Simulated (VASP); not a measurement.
A VASP calculation is set up with these files.

File KPOINTS:
```
Automatic mesh
0
Gamma
13 13 13
0 0 0
```

**INCAR**
```
SYSTEM = Ni
PREC = Accurate
ENCUT = 400
EDIFF = 1E-6
NELM = 100
ALGO = Normal
LREAL = .FALSE.
LASPH = .TRUE.
ISMEAR = 1
SIGMA = 0.1
GGA = PE
LMAXMIX = 4
ISPIN = 2
MAGMOM = 0.8
LORBIT = 10
LWAVE = .FALSE.
LCHARG = .FALSE.
ISIF = 2
```

File POSCAR:
```
Ni
1
    0.0000000000     1.7952041205     1.7951673650
    1.7952110626     0.0000000000     1.7951921749
    1.7952022213     1.7951725795     0.0000000000
Ni
1
Direct
  0.0000000000   0.0000000000   0.0000000000
```

POTCAR, in this order: Ni (PBE.64 set). Program: vasp_std.

One choice in this input is risky. Which, and does it do harm here?

The risk: the lattice vectors carry noise near SYMPREC. Here it does no harm: the run (PBE GGA, plane waves, VASP's PBE PAW potentials (set 64)) converges to the same energy and pressure as with the safe setting.
### OSZICAR
```
       N       E                     dE             d eps       ncg     rms          rms(c)
DAV:   1     0.181189250182E+02    0.18119E+02   -0.41030E+03  3144   0.116E+03
DAV:   2    -0.616298001495E+01   -0.24282E+02   -0.23131E+02  3065   0.147E+02
DAV:   3    -0.646447719520E+01   -0.30150E+00   -0.30117E+00  3567   0.214E+01
DAV:   4    -0.646740830240E+01   -0.29311E-02   -0.29308E-02  3469   0.187E+00
DAV:   5    -0.646748210009E+01   -0.73798E-04   -0.73797E-04  3574   0.252E-01    0.937E+00
DAV:   6    -0.586920175675E+01    0.59828E+00   -0.18492E+01  3165   0.685E+01    0.654E+00
DAV:   7    -0.546652382236E+01    0.40268E+00   -0.34214E+00  3181   0.275E+01    0.175E+00
DAV:   8    -0.545325717812E+01    0.13267E-01   -0.18237E-02  4253   0.156E+00    0.910E-01
DAV:   9    -0.545076095444E+01    0.24962E-02   -0.21161E-03  4369   0.465E-01    0.237E-01
DAV:  10    -0.545022764970E+01    0.53330E-03   -0.69224E-04  3980   0.220E-01    0.326E-02
DAV:  11    -0.545022862243E+01   -0.97272E-06   -0.19446E-05  3872   0.521E-02    0.345E-02
DAV:  12    -0.545022957583E+01   -0.95341E-06   -0.11865E-06  1733   0.113E-02
   1 F= -.54502296E+01 E0= -.54502692E+01  d E =0.118782E-03  mag=     0.6314
```

The compound is Ni in the fcc structure. The cell was not relaxed at this level.
